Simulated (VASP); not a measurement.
Given:

```
CELL_PARAMETERS angstrom
      1.81560    -3.14471     0.00000
      1.81560     3.14471     0.00000
      0.00000     0.00000     5.70180
ATOMIC_POSITIONS crystal
  Er 0.33333 0.66667 0.25000
  Er 0.66667 0.33333 0.75000
```

Calculation: PBE GGA, VASP's PBE PAW potentials (set 64) (plane waves; VASP). Run with 400 eV cut-off, 9×9×5 Γ-centred mesh, first-order Methfessel-Paxton smearing of 0.10 eV, potentials Er_3.

The 4f electrons are frozen in the core of the lanthanide potential, so 4f levels, which can set the real gap, and their magnetism are missing. Energy and stress use the plane-wave basis of the starting cell.

**Question.** The ions, cell shape and volume are relaxed. Predict the relaxed structure.

**Answer.** 
```
CELL_PARAMETERS angstrom
      1.78915    -3.09891     0.00000
      1.78915     3.09891     0.00000
      0.00000     0.00000     5.56974
ATOMIC_POSITIONS crystal
  Er 0.33333 0.66667 0.25000
  Er 0.66667 0.33333 0.75000
```
Space group P6_3/mmc (194), at a tolerance of 0.03 Å.

**Question.** How do energy and volume change from the first to the last step?

**Answer.** The energy (σ→0) changes by -12.6 meV/atom and the volume by -5.1 %, in 6 ionic steps.

```tsv
step	E(σ→0) (eV)	max force (eV/Å)	pressure (GPa)	volume (Å³)
1	-8.9668	0.000	-2.16	65.11
2	-8.9910	0.000	0.47	61.06
3	-8.9919	0.000	0.06	61.67
4	-8.9919	0.000	-0.01	61.74
5	-8.9919	0.000	-0.02	61.75
6	-8.9919	0.000	-0.03	61.76
```

The compound is Er in the hcp structure. This run relaxes it. Symmetry was kept, so distortions that lower it aren't found.
